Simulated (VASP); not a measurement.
Method: r2SCAN meta-GGA, VASP's PBE PAW potentials (set 64) (plane waves; VASP).

A VASP calculation is set up with these files.

**POSCAR**
```
C(110) slab
1
    3.5629126294     0.0000000000     0.0000000000
    0.0000000000     2.5193597924     0.0000000000
    0.0000000000     0.0000000000    25.0602508994
C
16
Direct
  0.1545077068   0.0000000000   0.6692564411
  0.3454922932   0.5000000000   0.6692564411
  0.6350548659   0.5000000000   0.6271427781
  0.8649451341   0.0000000000   0.6271427781
  0.1256803606   0.0000000000   0.5753654235
  0.3743196394   0.5000000000   0.5753654235
  0.6256848410   0.5000000000   0.5252321473
  0.8743151590   0.0000000000   0.5252321473
  0.1256848410   0.0000000000   0.4747678527
  0.3743151590   0.5000000000   0.4747678527
  0.6256803606   0.5000000000   0.4246345765
  0.8743196394   1.0000000000   0.4246345765
  0.1350548659   0.0000000000   0.3728572219
  0.3649451341   0.5000000000   0.3728572219
  0.6545077068   0.5000000000   0.3307435589
  0.8454922932   1.0000000000   0.3307435589
```

### KPOINTS
```
Automatic mesh
0
Gamma
8 11 1
0 0 0
```

### INCAR
```
SYSTEM = C(110) slab
PREC = Normal; ENCUT = 450; LREAL = .False.
LASPH = .True.
EDIFF = 1E-6; NELM = 100; NELMIN = 4
ALGO = Normal; LMIXTAU = .True.
ISMEAR = 1; SIGMA = 0.1
METAGGA = R2SCAN
LWAVE = .False.; LCHARG = .False.; LORBIT = 11
LVHAR = .True.
DIPOL = 0.5 0.5 0.5
LDIPOL = .True.; IDIPOL = 3
```

POTCAR, in this order: C (PBE.64 set). Program: vasp_std. Read from the step before: WAVECAR.

What VASP printed:

OSZICAR:
```
       N       E                     dE             d eps       ncg     rms          rms(c)
DAV:   1    -0.151007112002E+03   -0.15101E+03   -0.26300E-05  2564   0.314E-02    0.109E-03
DAV:   2    -0.151007123384E+03   -0.11382E-04   -0.88035E-07  2064   0.688E-03    0.702E-04
DAV:   3    -0.151007112681E+03    0.10702E-04   -0.47859E-07  1798   0.534E-03    0.350E-04
DAV:   4    -0.151007122590E+03   -0.99083E-05   -0.46508E-07  1647   0.546E-03    0.231E-04
DAV:   5    -0.151007108779E+03    0.13810E-04   -0.66230E-07  1727   0.618E-03    0.140E-04
DAV:   6    -0.151007125457E+03   -0.16677E-04   -0.33616E-07  1573   0.431E-03    0.656E-05
DAV:   7    -0.151007106180E+03    0.19276E-04   -0.27962E-07  1483   0.438E-03    0.495E-05
DAV:   8    -0.151007112792E+03   -0.66117E-05   -0.19368E-07  1482   0.365E-03    0.379E-05
DAV:   9    -0.151007113649E+03   -0.85721E-06   -0.76665E-08  1467   0.228E-03
   1 F= -.15100711E+03 E0= -.15100667E+03  d E =-.133601E-02
```

OUTCAR:
```
------------------------ aborting loop because EDIFF is reached ----------------------------------------
  FORCE on cell =-STRESS in cart. coord.  units (eV):
  Direction    XX          YY          ZZ          XY          YZ          ZX
  --------------------------------------------------------------------------------------
  Total       16.9576946     -5.0062478     -0.7559370      0.0000000      0.0000000      0.0000000
  in kB      120.7804407    -35.6567820     -5.3841283      0.0000000      0.0000000      0.0000000
  external PRESSURE =      26.5798435 kB  Pullay stress =       0.0000000 kB
  volume of cell :      224.95
      direct lattice vectors                 reciprocal lattice vectors
     3.562912629  0.000000000  0.000000000     0.280669246  0.000000000  0.000000000
     0.000000000  2.519359792  0.000000000     0.000000000  0.396926236  0.000000000
     0.000000000  0.000000000 25.060250899     0.000000000  0.000000000  0.039903830
 POSITION                                       TOTAL-FORCE (eV/Angst)
 -----------------------------------------------------------------------------------
      0.55050      0.00000     16.77173         0.085438      0.000000      0.000786
      1.23096      1.25968     16.77173        -0.085438     -0.000000      0.000786
      2.26265      1.25968     15.71636        -0.055080      0.000000     -0.030810
      3.08172      0.00000     15.71636         0.055080      0.000000     -0.030810
      0.44779      0.00000     14.41880         0.044982      0.000000     -0.008217
      1.33367      1.25968     14.41880        -0.044982      0.000000     -0.008217
      2.22926      1.25968     13.16245        -0.041658      0.000000      0.016049
      3.11511      0.00000     13.16245         0.041658      0.000000      0.016049
      0.44780      0.00000     11.89780        -0.041658      0.000000     -0.016049
      1.33365      1.25968     11.89780         0.041658      0.000000     -0.016049
      2.22924      1.25968     10.64145         0.044982      0.000000      0.008217
      3.11512      0.00000     10.64145        -0.044982      0.000000      0.008217
      0.48119      0.00000      9.34390        -0.055080      0.000000      0.030810
      1.30027      1.25968      9.34390         0.055080     -0.000000      0.030810
      2.33195      1.25968      8.28852         0.085438      0.000000     -0.000786
      3.01242      0.00000      8.28852        -0.085438      0.000000     -0.000786
 -----------------------------------------------------------------------------------
    total drift:                                0.000000      0.000000     -0.000000
  FREE ENERGIE OF THE ION-ELECTRON SYSTEM (eV)
  ---------------------------------------------------
  free  energy   TOTEN  =      -151.0071136494 eV

  energy  without entropy=     -151.0057776433  energy(sigma->0) =     -151.00666831

 total charge

# of ion       s       p       d       tot
------------------------------------------
    1        0.871   1.750   0.000   2.621
    2        0.871   1.750   0.000   2.621
    3        0.860   1.757   0.000   2.617
    4        0.860   1.757   0.000   2.617
    5        0.851   1.719   0.000   2.570
    6        0.851   1.719   0.000   2.570
    7        0.849   1.736   0.000   2.584
    8        0.849   1.736   0.000   2.584
    9        0.849   1.736   0.000   2.584
   10        0.849   1.736   0.000   2.584
   11        0.851   1.719   0.000   2.570
   12        0.851   1.719   0.000   2.570
   13        0.860   1.757   0.000   2.617
   14        0.860   1.757   0.000   2.617
   15        0.871   1.750   0.000   2.621
   16        0.871   1.750   0.000   2.621
--------------------------------------------------
tot         13.721  27.848   0.000  41.569
```
(Selected blocks of OUTCAR.)

The run did not end as a converged relaxation.  At this cut-off the stress carries a Pulay error, which pulls relaxed volumes low.

The cell is a thin slab with vacuum, built from C (diamond): (110) face.
